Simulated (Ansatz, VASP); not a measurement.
**MgS: VASP beside Ansatz**

One calculation is typed for both programs; each brings its own data sets. How far apart do they land? The structure shown is frame 54 of Ansatz's trajectory.

Method: plane waves, with VASP 6.6.1 beside it; single point at LDA, in Ansatz 0.2.0.

**1. Set-up**

The cell holds 72 atoms: 36 Mg and 36 S. Cell: a = 11.031 Å, b = 11.031 Å, c = 21.800 Å, α = 90.0°, β = 90.0°, γ = 90.0°. It derives from MgS (rock-salt). Rock-salt MgS (a = 5.2 A), (100) slab of 4 repeat layers, 3 x 3 surface cells; (so at first; earlier steps may have moved the atoms), displaced by a Gaussian of 0.02 A. Vacuum lies along c.

**2. Ansatz: dynamics, LDA**

Ansatz runs on its default PAW (the set named soft_2) files.

One frame of this run of dynamics is then solved in both programs, so the motion causes no difference.

input.yaml reads:

```yaml
crystal:
  lattice:
    - [11.03087, 0.0, 0.0]
    - [0.0, 11.03087, 0.0]
    - [0.0, 0.0, 21.8]
  atoms:
    - { symbol: Mg, position: [0.00245, 0.99902, 0.31998] }
    - { symbol: S, position: [0.16862, 0.16445, 0.32127] }
    - { symbol: Mg, position: [0.16958, 0.1691, 0.44147] }
    - { symbol: S, position: [0.00094, 0.33498, 0.44176] }
    - { symbol: Mg, position: [0.00233, 0.00043, 0.55887] }
    - { symbol: S, position: [0.17144, 0.1647, 0.56179] }
    - { symbol: Mg, position: [0.1691, 0.16654, 0.68074] }
    - { symbol: S, position: [0.00267, 0.33243, 0.67981] }
    - { symbol: Mg, position: [0.00181, 0.33277, 0.31898] }
    - { symbol: S, position: [0.16814, 0.49742, 0.32058] }
    - { symbol: Mg, position: [0.16549, 0.50179, 0.44043] }
    - { symbol: S, position: [0.00395, 0.66326, 0.44067] }
    - { symbol: Mg, position: [0.00294, 0.33596, 0.56045] }
    - { symbol: S, position: [0.16781, 0.49884, 0.55852] }
    - { symbol: Mg, position: [0.16835, 0.50058, 0.67968] }
    - { symbol: S, position: [0.00564, 0.66623, 0.67925] }
    - { symbol: Mg, position: [0.00246, 0.66736, 0.32119] }
    - { symbol: S, position: [0.16746, 0.83358, 0.31909] }
    - { symbol: Mg, position: [0.16871, 0.83125, 0.44008] }
    - { symbol: S, position: [0.0008, 0.99861, 0.44005] }
    - { symbol: Mg, position: [0.0024, 0.66498, 0.55914] }
    - { symbol: S, position: [0.17022, 0.83466, 0.56006] }
    - { symbol: Mg, position: [0.16684, 0.83239, 0.67931] }
    - { symbol: S, position: [0.0031, 0.99899, 0.67839] }
    - { symbol: Mg, position: [0.33243, 0.99964, 0.322] }
    - { symbol: S, position: [0.50377, 0.1626, 0.32057] }
    - { symbol: Mg, position: [0.50478, 0.16582, 0.43944] }
    - { symbol: S, position: [0.33983, 0.33314, 0.43827] }
    - { symbol: Mg, position: [0.33351, 0.00049, 0.55961] }
    - { symbol: S, position: [0.49954, 0.1652, 0.55971] }
    - { symbol: Mg, position: [0.50163, 0.16639, 0.68114] }
    - { symbol: S, position: [0.33418, 0.33367, 0.67904] }
    - { symbol: Mg, position: [0.33432, 0.33018, 0.32056] }
    - { symbol: S, position: [0.50225, 0.49579, 0.32216] }
    - { symbol: Mg, position: [0.5005, 0.50044, 0.44054] }
    - { symbol: S, position: [0.33518, 0.66592, 0.43974] }
    - { symbol: Mg, position: [0.33721, 0.33524, 0.55985] }
    - { symbol: S, position: [0.5022, 0.49789, 0.5601] }
    - { symbol: Mg, position: [0.50052, 0.49962, 0.67791] }
    - { symbol: S, position: [0.33431, 0.66593, 0.67798] }
    - { symbol: Mg, position: [0.33346, 0.66678, 0.32071] }
    - { symbol: S, position: [0.50008, 0.83398, 0.32187] }
    - { symbol: Mg, position: [0.50354, 0.83631, 0.44021] }
    - { symbol: S, position: [0.33714, 0.99958, 0.44269] }
    - { symbol: Mg, position: [0.33588, 0.6648, 0.55896] }
    - { symbol: S, position: [0.50447, 0.83381, 0.5611] }
    - { symbol: Mg, position: [0.50344, 0.83287, 0.67887] }
    - { symbol: S, position: [0.33769, 0.99785, 0.67793] }
    - { symbol: Mg, position: [0.66634, 0.00199, 0.32123] }
    - { symbol: S, position: [0.83168, 0.16288, 0.32321] }
    - { symbol: Mg, position: [0.83547, 0.1674, 0.44173] }
    - { symbol: S, position: [0.66569, 0.33261, 0.43953] }
    - { symbol: Mg, position: [0.66737, 0.99989, 0.55984] }
    - { symbol: S, position: [0.8371, 0.16632, 0.55938] }
    - { symbol: Mg, position: [0.83724, 0.16678, 0.67955] }
    - { symbol: S, position: [0.67043, 0.3333, 0.67853] }
    - { symbol: Mg, position: [0.6688, 0.32931, 0.32166] }
    - { symbol: S, position: [0.83223, 0.49923, 0.32129] }
    - { symbol: Mg, position: [0.83406, 0.49847, 0.43958] }
    - { symbol: S, position: [0.66577, 0.66565, 0.43904] }
    - { symbol: Mg, position: [0.66782, 0.33384, 0.55936] }
    - { symbol: S, position: [0.83582, 0.49969, 0.55946] }
    - { symbol: Mg, position: [0.83797, 0.49717, 0.6785] }
    - { symbol: S, position: [0.66508, 0.66824, 0.67714] }
    - { symbol: Mg, position: [0.66477, 0.67077, 0.32164] }
    - { symbol: S, position: [0.83318, 0.83014, 0.32117] }
    - { symbol: Mg, position: [0.83605, 0.83328, 0.43992] }
    - { symbol: S, position: [0.66747, 0.0014, 0.43988] }
    - { symbol: Mg, position: [0.66654, 0.67126, 0.55961] }
    - { symbol: S, position: [0.83288, 0.83252, 0.55981] }
    - { symbol: Mg, position: [0.83589, 0.83316, 0.67842] }
    - { symbol: S, position: [0.67045, 0.99737, 0.67906] }
kpoints:
  mp_grid: { grid: [1, 1, 1] }
hamiltonian:
  xc: lda
scf:
  occupations: { method: fermi_dirac, width: 0.05 }
output:
  forces: true
md:
  timestep: 2.0
  n_steps: 162
  ensemble: nve
  temperature: 300
  initial_velocities: maxwell_boltzmann
  seed: 6010
```

On the command line:

```console
$ ansatz run input.yaml --threads 4 --pin off --max-ram 8192MiB --backend cpu --events-out ev --progress --plain --runs-dir out
```

Numbers of over 12 decimals in the logs are rounded to 6 here.

Log:

```text
Warning: md: disabling space-group detection — thermal motion breaks the input geometry's symmetry, so no spatial operation reduces the k-mesh or symmetrises the density; time reversal is kept, so that k and −k are solved as one point where they differ and the mesh holds both, and exact exchange and, on two spinor components, a DFT+U term hold to it where the run has them: on two components no moment then forms, and  [...]
Engine: ansatz 0.2.0, aarch64-unknown-linux-gnu
Pseudopotentials: kind: paw
Pseudopotential: Mg, paw, valence charge 10, recommended cutoff 420 eV (normal), Mg.paw.azcp
Pseudopotential: S, paw, valence charge 6, recommended cutoff 420 eV (normal), S.paw.azcp
Functional definition: SPW92
  exchange = slater_x
  correlation = pw_c
Crystal: 72 atoms, lattice volume = 2652.626 Å³
Basis set: ecut = 420 eV, 51813 PW (Γ)
Bands: 360, of which v1, the nominal top of the filled ones, is band 288 counted from 1 (287 counted from 0)
Symmetry: 1 space group operations
k-points: 1
Non-local potential: Mg, projectors of the file, l = 0: 3, l = 1: 2, l = 2: 1
Non-local potential: S, projectors of the file, l = 0: 2, l = 1: 2, l = 2: 2
PAW form: soft (Blöchl's): semilocal exchange-correlation on the pseudo side does not see the compensation charge
PAW frozen core: Mg, regenerated for the run's functional, and the local potential with it (the file was generated under x = pbe(κ = 0.804, μ = 0.219515), c = pbe(β = 0.066725))
PAW frozen core: S, regenerated for the run's functional, and the local potential with it (the file was generated under x = pbe(κ = 0.804, μ = 0.219515), c = pbe(β = 0.066725))
PAW one-centre angular grid: Mg, 110 points (default); XC on 64 Gauss nodes
PAW one-centre angular grid: S, 110 points (default); XC on 64 Gauss nodes
Initial density: superposition of atomic densities (neutral atoms: chi_scale 0, normalization atom), corrected by the library's trained network
Initial wavefunctions: pseudopotential atomic-orbital guess
Functional: x = slater, c = lda
SCF iter   1: F=—  HF=-99856.469609 eV  |F-HF|=—  |Δ(HF+E_count)|=         —  Δρ=4.33e-3  dr2=2.17e-1  ethr=1.77e-3  ⟨swp⟩=7.0  Hψ=1426  notcnv=0  defer=42
preconditioner: auto → Resta (q_TF=auto, 2.115 Å⁻¹)  ε∞=2.7  [insulator: Δε(μ)=2.660 eV  Ē_g=9.307 eV  σ=0.050 eV  W_gap=1.00  n_scr=418 (ndim 8)  ℏωp=12.2 eV  f_vac=0.476  D(μ)=0.00/eV (n_scr^D=0)  ε∞_Penn≈2.7  vacuum switching on, ρ_ref=6.3e-3 e/Å³]
SCF iter   2: F=—  HF=-99856.305932 eV  |F-HF|=—  |Δ(HF+E_count)|=   1.64e-1  Δρ=1.79e-3  dr2=5.35e-2  ethr=3.77e-5  ⟨swp⟩=2.0  Hψ=709  notcnv=0  defer=65
SCF iter   3: F=—  HF=-99856.286920 eV  |F-HF|=—  |Δ(HF+E_count)|=   1.90e-2  Δρ=4.15e-4  dr2=3.61e-3  ethr=9.28e-6  ⟨swp⟩=2.0  Hψ=537  notcnv=0  defer=65
SCF iter   4: F=—  HF=-99856.286229 eV  |F-HF|=—  |Δ(HF+E_count)|=   6.91e-4  Δρ=7.38e-5  dr2=3.81e-4  ethr=6.27e-7  ⟨swp⟩=2.0  Hψ=424  notcnv=0  defer=65
SCF iter   5: F=—  HF=-99856.286166 eV  |F-HF|=—  |Δ(HF+E_count)|=   6.26e-5  Δρ=2.21e-5  dr2=2.87e-5  ethr=6.62e-8  ⟨swp⟩=2.0  Hψ=438  notcnv=0  defer=65
SCF iter   6: F=—  HF=-99856.285253 eV  |F-HF|=—  |Δ(HF+E_count)|=   9.13e-4  Δρ=9.65e-6  dr2=4.39e-6  ethr=4.98e-9  ⟨swp⟩=2.0  Hψ=403  notcnv=0  defer=65
SCF iter   7: F=—  HF=-99856.285254 eV  |F-HF|=—  |Δ(HF+E_count)|=   6.96e-7  Δρ=1.80e-6  dr2=2.37e-7  ethr=7.62e-10  ⟨swp⟩=2.0  Hψ=438  notcnv=0  defer=65
SCF iter   8: F=-99856.285254 eV  HF=-99856.285254 eV  |F-HF|=7.03e-9  |Δ(HF+E_count)|=   2.65e-8  Δρ=6.95e-7  dr2=2.38e-8  ethr=1.25e-11  ⟨swp⟩=4.0  Hψ=1083  notcnv=0
SCF 1 converged in 8 iterations: F = -99856.285254 eV  dr2 = 2.38e-8
  greatest PAW one-centre occupation: 1.000 electrons in one spin orbital (limit 2), on the Mg atom at site 28 (counted from 0), in its partial waves of l = 0
md step     0: t =     0.00 fs  T =   300.0 K  F+E_penalty+E_count = -99856.28525376 eV  E_kin = 2.753238 eV  conserved = -99853.53201578 eV  (8 SCF iters)
[... from here on, the SCF cycles and remarks between the steps are left out ...]
md step   154: t =   308.00 fs  T =   277.3 K  F+E_penalty+E_count = -99856.07701947 eV  E_kin = 2.545328 eV  conserved = -99853.53169194 eV  (3 SCF iters)
md step   155: t =   310.00 fs  T =   270.8 K  F+E_penalty+E_count = -99856.01717429 eV  E_kin = 2.485625 eV  conserved = -99853.53154936 eV  (2 SCF iters)
md step   156: t =   312.00 fs  T =   263.7 K  F+E_penalty+E_count = -99855.95182183 eV  E_kin = 2.420426 eV  conserved = -99853.53139623 eV  (3 SCF iters)
md step   157: t =   314.00 fs  T =   256.3 K  F+E_penalty+E_count = -99855.88346387 eV  E_kin = 2.352221 eV  conserved = -99853.53124280 eV  (2 SCF iters)
md step   158: t =   316.00 fs  T =   248.8 K  F+E_penalty+E_count = -99855.81462364 eV  E_kin = 2.283528 eV  conserved = -99853.53109613 eV  (3 SCF iters)
md step   159: t =   318.00 fs  T =   241.5 K  F+E_penalty+E_count = -99855.74772104 eV  E_kin = 2.216758 eV  conserved = -99853.53096259 eV  (2 SCF iters)
md step   160: t =   320.00 fs  T =   234.7 K  F+E_penalty+E_count = -99855.68496489 eV  E_kin = 2.154116 eV  conserved = -99853.53084862 eV  (6 SCF iters)
md step   161: t =   322.00 fs  T =   228.6 K  F+E_penalty+E_count = -99855.62827092 eV  E_kin = 2.097514 eV  conserved = -99853.53075649 eV  (3 SCF iters)
md step   162: t =   324.00 fs  T =   223.2 K  F+E_penalty+E_count = -99855.57919926 eV  E_kin = 2.048511 eV  conserved = -99853.53068780 eV  (7 SCF iters)
SCF converged after 7 iterations
Free energy (F): -99855.579199 eV
Harris-Foulkes:  -99855.579199 eV  (|F-HF|=4.07e-10)
Internal energy: -99855.579199 eV  (E = F + TS)
E sigma→0 (E₀):  -99855.579199 eV
Fermi energy:    1.647652 eV
--- Per-component energies (eV) ---
  E_band       = -15479.058381
  E_kinetic    = 6679.143005
  E_local      = -325721.018404  (includes V_loc(G=0)·N_el)
  E_nonlocal   = 4508.147435
  E_hartree    = 152435.071063
  E_xc         = -4545.846176
  E_vxc        = -4563.415798  (∫ρ·V_xc dr)
  E_paw        = -30254.350848  (= ΣΔE_a)
  E_vpaw       = -1252.056466  (= ΣTr[D̂ρ^β])
  E_aug_tail   = 0.000077  (compensation charges beyond the density's cutoff)
  E_ewald      = 97032.342282
  E_core_change = 10.932368  (= ΣΔE_core)
  E_smearing   = -0.000000  (= −TS)
  E_closure    = -0.000000  (closes the sum)
  Σ components = -99855.579199   (vs F -99855.579199, Δ=0.00e0)
--- Forces (eV/Å), atoms counted from 1 ---
  atom   1  Mg     0.06028397    -0.04905089     0.39029171
  atom   2  S     -0.20231029    -0.08314348     0.24128403
  atom   3  Mg     0.01715277     0.37720199    -0.13605844
  atom   4  S     -0.02184991    -0.16322430     0.19361516
  atom   5  Mg     0.34732374     0.05010191    -0.36864477
  atom   6  S      0.04974657    -0.25807729    -0.60305616
  atom   7  Mg    -0.22132267     0.40539520    -0.28141504
  atom   8  S     -0.17504817     0.20785895    -0.15471030
  atom   9  Mg    -0.34827315    -0.52348001     0.20658454
  atom  10  S      0.69417940     0.09663706     0.09647103
  atom  11  Mg     0.16064764    -0.07112248    -0.12100192
  atom  12  S     -0.53435566     0.16681942    -0.01427669
  atom  13  Mg    -0.31551725    -0.28130388     0.70888437
  atom  14  S      0.25520030     0.30330109    -0.16951699
  atom  15  Mg    -0.06000466    -0.28680255    -0.26409473
  atom  16  S      0.22785977    -0.13912776     0.46272116
  atom  17  Mg    -0.08906277    -0.22875947     0.62545887
  atom  18  S      0.31429896     0.14742028     0.04180941
  atom  19  Mg    -0.51853707    -0.52081096    -0.15226367
  atom  20  S      0.34340610    -0.07759068     0.08468957
  atom  21  Mg    -0.04452182    -0.08213672     0.32576513
  atom  22  S      0.39337715     0.23896881    -0.58921988
  atom  23  Mg    -0.02485343    -0.05684999    -0.45049532
  atom  24  S      0.06649886     0.00707492     0.33946834
[...]
atom  65  Mg    -0.12208445    -0.41799206     0.45499182
  atom  66  S     -0.41319220    -0.04617911    -0.18494440
  atom  67  Mg     0.57267376    -0.25740127     0.08973935
  atom  68  S     -0.39603772     0.35172576    -0.01156146
  atom  69  Mg     0.04554563     0.36820640     0.56472048
  atom  70  S     -0.35762405     0.19642435    -1.20732552
  atom  71  Mg    -0.14066660    -0.32343375     0.18628361
  atom  72  S     -0.06302780     0.13153036     0.04489988
  max |Σ_I F_I| component: 4.53e-4 eV/Å
--- MD trajectory: 162 steps, t = 0.0 → 324.0 fs ---
  final state: T = 223.2 K   F+E_penalty+E_count = -99855.57919926 eV   E_kin = 2.048511 eV
  conserved energy: peak-to-peak 3.393e-3 eV (4.712e-5 eV/atom) over 324.0 fs
```

Reading the cycles: dr2 is the Hartree energy of the density residual (eV), the measure of convergence; HF is the Harris–Foulkes estimate of the energy, which meets the free energy F at convergence.

(Part 1 of 2 ends here.)

[Lines on the potential files, build, host, timing and source positions are cut from VASP's logs without a mark.]

[Logs are printed without paths, hosts, clocks, repeated set-up lines and the standing remarks that a program may print on its own settings, such as how far it seeks lower states.]

[Hosts, paths, dates, database ids (printed as entryN), source tags and the programs' standing remarks are cut or masked in the printed files.]
